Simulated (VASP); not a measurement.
Computed with PBEsol GGA, VASP's PBE PAW potentials (set 64) (plane waves; VASP).

Input for VASP

INCAR:
```
ALGO = Normal
EDIFF = 1E-6
EDIFFG = -0.02
ENCUT = 400
GGA = PS
IBRION = 2
ISIF = 3
ISMEAR = 1
LASPH = .True.
LCHARG = .False.
LREAL = .False.
LWAVE = .False.
NELM = 100
NSW = 60
PREC = Accurate
SIGMA = 0.1
SYSTEM = P
```

File POSCAR:
```
P
1
    1.6603021143    -5.1290284099    -0.0000000000
    1.6603021143     5.1290284099     0.0000000000
    0.0000000000     0.0000000000     4.1861541251
P
4
Direct
  0.1055694567   0.8944305433   0.9273761982
  0.3944305433   0.6055694567   0.4273761982
  0.6055694567   0.3944305433   0.5726238018
  0.8944305433   0.1055694567   0.0726238018
```

KPOINTS:
```
Automatic mesh
0
Gamma
9 9 7
0 0 0
```

POTCAR, in this order: P (PBE.64 set). Program: vasp_std.

The run wrote:

**OSZICAR**
```
       N       E                     dE             d eps       ncg     rms          rms(c)
DAV:   1     0.507659315940E+02    0.50766E+02   -0.73131E+03  2800   0.987E+02
DAV:   2    -0.198999126093E+02   -0.70666E+02   -0.68848E+02  3698   0.162E+02
DAV:   3    -0.231869703722E+02   -0.32871E+01   -0.32694E+01  3774   0.374E+01
DAV:   4    -0.232246248426E+02   -0.37654E-01   -0.37625E-01  3518   0.477E+00
DAV:   5    -0.232253746925E+02   -0.74985E-03   -0.74967E-03  3868   0.577E-01    0.101E+01
DAV:   6    -0.231030603227E+02    0.12231E+00   -0.65539E-02  3436   0.161E+00    0.589E+00
DAV:   7    -0.230496155596E+02    0.53445E-01   -0.10729E-01  3652   0.207E+00    0.263E-01
DAV:   8    -0.230491353967E+02    0.48016E-03   -0.10761E-02  3358   0.739E-01    0.170E-01
DAV:   9    -0.230491530656E+02   -0.17669E-04   -0.44785E-04  3854   0.150E-01    0.728E-02
DAV:  10    -0.230491390180E+02    0.14048E-04   -0.84373E-05  3520   0.560E-02    0.275E-02
DAV:  11    -0.230491404109E+02   -0.13929E-05   -0.81809E-06  3550   0.227E-02    0.116E-02
DAV:  12    -0.230491405414E+02   -0.13047E-06   -0.42049E-07  2084   0.471E-03
   1 F= -.23049141E+02 E0= -.23049001E+02  d E =-.230491E+02
```

OUTCAR:
```
------------------------ aborting loop because EDIFF is reached ----------------------------------------
  FORCE on cell =-STRESS in cart. coord.  units (eV):
  Direction    XX          YY          ZZ          XY          YZ          ZX
  --------------------------------------------------------------------------------------
  Total       -0.0458134      0.0161809      0.0565503      0.0000000     -0.0000000      0.0000000
  in kB       -1.0295228      0.3636179      1.2708021      0.0000000     -0.0000000      0.0000000
  external PRESSURE =       0.2016324 kB  Pullay stress =       0.0000000 kB
  volume of cell :       71.30
      direct lattice vectors                 reciprocal lattice vectors
     1.660302114 -5.129028410  0.000000000     0.301150011 -0.097484350  0.000000000
     1.660302114  5.129028410  0.000000000     0.301150011  0.097484350  0.000000000
     0.000000000  0.000000000  4.186154125     0.000000000  0.000000000  0.238882748
 POSITION                                       TOTAL-FORCE (eV/Angst)
 -----------------------------------------------------------------------------------
      1.66030      4.04609      3.88214         0.000000      0.010161     -0.001474
      1.66030      1.08294      1.78906         0.000000     -0.010161     -0.001474
      1.66030     -1.08294      2.39709         0.000000      0.010161      0.001474
      1.66030     -4.04609      0.30401         0.000000     -0.010161      0.001474
 -----------------------------------------------------------------------------------
    total drift:                               -0.000000      0.000000     -0.000000
  FREE ENERGIE OF THE ION-ELECTRON SYSTEM (eV)
  ---------------------------------------------------
  free  energy   TOTEN  =       -23.0491405414 eV

  energy  without entropy=      -23.0487207062  energy(sigma->0) =      -23.04900060

 reached required accuracy - stopping structural energy minimisation
```
(Selected blocks of OUTCAR.)

Without a dispersion term in the relaxation, distances and binding between the weakly bound layers, chains or molecules are unreliable, and so is what depends on them.

The compound is P in the black structure. It was relaxed first, which changed the volume by -6 %. The start is the result of an earlier pass.
